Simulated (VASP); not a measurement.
Energy against volume of CsPbCl$_{3}$ (cubic perovskite). Computed with AM05 GGA, VASP's PBE PAW potentials (set 64) (plane waves; VASP 6.6.1).

```
V (Å³/atom)  E (eV/atom)
-----------  -----------
34.467          -3.48031
35.567          -3.48869
36.666          -3.49151
37.767          -3.48964
38.866          -3.48387
```

Problem. Fit a third-order Birch-Murnaghan equation of state.

Solution. 
```
Item                                             Result
---------------------------------------  --------------
volume per atom                          36.75 Å^3/atom
bulk modulus                                   22.4 GPa
pressure derivative of the bulk modulus            4.87
lattice constant a                              5.685 Å
```

The compound is CsPbCl3 in the cubic perovskite structure, the ideal cubic form; the compound distorts at low or room temperature. It was relaxed first.
